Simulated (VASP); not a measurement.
Given:

```xyz
3
Lattice="1.9881 -3.4434 0.0000 1.9881 3.4434 0.0000 0.0000 0.0000 5.0299" Properties=species:S:1:pos:R:3 pbc="T T T"
Se     0.4932     0.8542     3.3532
Se     2.9898     0.0000     0.0000
Se     0.4932    -0.8542     1.6766
```

All values below come from PBE GGA with D4 dispersion, VASP's PBE PAW potentials (set 64) (plane waves; VASP). Run with 520 eV cut-off, 6×6×5 Γ-centred mesh, Gaussian smearing of 0.050 eV, potentials Se.

Q: The ions and cell shape at fixed volume are relaxed. Give the cell that the relaxation ends in.

A: 
```xyz
3
Lattice="1.9653 -3.4040 0.0000 1.9653 3.4040 0.0000 0.0000 0.0000 5.1472" Properties=species:S:1:pos:R:3 pbc="T T T"
Se     2.4727    -2.5252     3.4315
Se     2.9158     0.0000     0.0000
Se     2.4727     2.5252     1.7157
```
Space group P3_121 (152), at a tolerance of 0.03 Å.

Q: How much energy does the relaxation gain?

A: The energy (σ→0) changes by -12.8 meV/atom, in 7 ionic steps.

```json
[
 {"step": "1", "E(σ→0) (eV)": "-11.5381", "max force (eV/Å)": "0.487", "pressure (GPa)": "4.73", "volume (Å³)": "68.87"},
 {"step": "2", "E(σ→0) (eV)": "-11.5686", "max force (eV/Å)": "0.185", "pressure (GPa)": "3.10", "volume (Å³)": "68.87"},
 {"step": "3", "E(σ→0) (eV)": "-11.5759", "max force (eV/Å)": "0.033", "pressure (GPa)": "1.81", "volume (Å³)": "68.87"},
 {"step": "4", "E(σ→0) (eV)": "-11.5760", "max force (eV/Å)": "0.021", "pressure (GPa)": "1.88", "volume (Å³)": "68.87"},
 {"step": "5", "E(σ→0) (eV)": "-11.5760", "max force (eV/Å)": "0.013", "pressure (GPa)": "1.94", "volume (Å³)": "68.87"},
 {"step": "6", "E(σ→0) (eV)": "-11.5762", "max force (eV/Å)": "0.006", "pressure (GPa)": "1.92", "volume (Å³)": "68.87"},
 {"step": "7", "E(σ→0) (eV)": "-11.5764", "max force (eV/Å)": "0.005", "pressure (GPa)": "1.89", "volume (Å³)": "68.87"}
]
```

The compound is Se in the trig structure. This cell is one point of a volume scan, at 0.94 of the reference volume. Symmetry was kept, so distortions that lower it aren't found.
